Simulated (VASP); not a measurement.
**AlN: Born charges and dielectric tensor with LDA**

**Experimental background.**

“Self-assembly of well-separated AlN nanowires directly on sputtered metallic TiN films”, 2019, arxiv:1910.07391 quotes, for a bulk crystal of AlN at 10 K: band gap 6.034 eV (an exciton energy, a little under the gap).

Crystal: AlN.

```
CELL_PARAMETERS angstrom
3.09119 0.00000 0.00000
-1.54560 2.67705 0.00000
0.00000 0.00000 4.94802
ATOMIC_POSITIONS crystal
Al 0.66667 0.33333 0.49904
Al 0.33333 0.66667 0.99904
N 0.66667 0.33333 0.88096
N 0.33333 0.66667 0.38096
```

The cell is a database's computed one.

```
Program                : VASP 6.6.1
Task                   : Born charges and dielectric tensor
Functional             : LDA
Potentials or basis    : VASP PAW LDA potentials, release 64 (Al, N)
Cutoff                 : 600 eV
k mesh                 : 12 × 12 × 6
Occupations            : gaussian, width 0.02 eV
Spin                   : no spin polarisation
Further INCAR settings : ALGO = Normal; EDIFF = 1e-08; IBRION = 8; NSW = 1
```

The band gap on the k mesh is 4.40 eV, direct. The electronic dielectric tensor (diagonal) is 4.40, 4.40, 4.62. The born charges (mean of the diagonal) is Al +2.56; N -2.56 e and the highest phonon frequency at Γ, LO-TO splitting left out is 732 cm⁻¹.

Levels at points of the mesh, in eV from the valence-band top:
```
           k point  band 6  band 7  band 8  band 9  band 10  band 11
(0.00, 0.00, 0.00)   -0.23   -0.23    0.00    4.40     6.71    10.64
(0.50, 0.00, 0.00)   -2.14   -1.84   -0.71    5.72     5.72     8.25
(0.50, 0.50, 0.00)   -2.14   -1.84   -0.71    5.72     5.72     8.25
(0.00, 0.00, 0.50)   -0.57   -0.57   -0.57    6.59     6.59    10.30
(0.50, 0.00, 0.50)   -1.51   -1.40   -1.40    5.25     5.25     9.19
(0.50, 0.50, 0.50)   -1.51   -1.40   -1.40    5.25     5.25     9.19
```

Phonon frequencies in cm⁻¹ (negative: imaginary):
| q point | frequencies |
| --- | --- |
| (0.000, 0.000, 0.000) | 0 0 0 239 239 554 624 671 671 682 682 732 |

Electronic dielectric tensor:
```
4.40 0.00 0.00
0.00 4.40 0.00
0.00 0.00 4.62
```

Born effective charge tensors (e):
atom 1, Al
```
2.51 0.00 0.00
0.00 2.51 0.00
0.00 0.00 2.67
```
atom 2, Al
```
2.51 0.00 0.00
0.00 2.51 0.00
0.00 0.00 2.67
```
atom 3, N
```
-2.51  0.00  0.00
 0.00 -2.51  0.00
 0.00  0.00 -2.67
```
atom 4, N
```
-2.51  0.00  0.00
 0.00 -2.51  0.00
 0.00  0.00 -2.67
```

Wall time 14 min on 1 thread of Intel(R) Xeon(R) 6975P-C (Granite Rapids), with other jobs on the host, peak memory 0.69 GiB.

A measured gap of AlN is 6.034 eV (an exciton energy, a little under the gap; 10 K; quoted in “Self-assembly of well-separated AlN nanowires directly on sputtered metallic TiN films”, 2019, arxiv:1910.07391); the calculated 4.40 eV misses it by -1.63 eV. 2 values of this kind are on record (6.034 to 6.0343 eV); this one was drawn at random. The value is that of LDA on a finite k mesh, which can miss the band edges, without temperature or zero-point motion. Semilocal functionals fall short of measured gaps as a rule. The cell is a database's relaxed one, not the measured one, which moves gaps too.
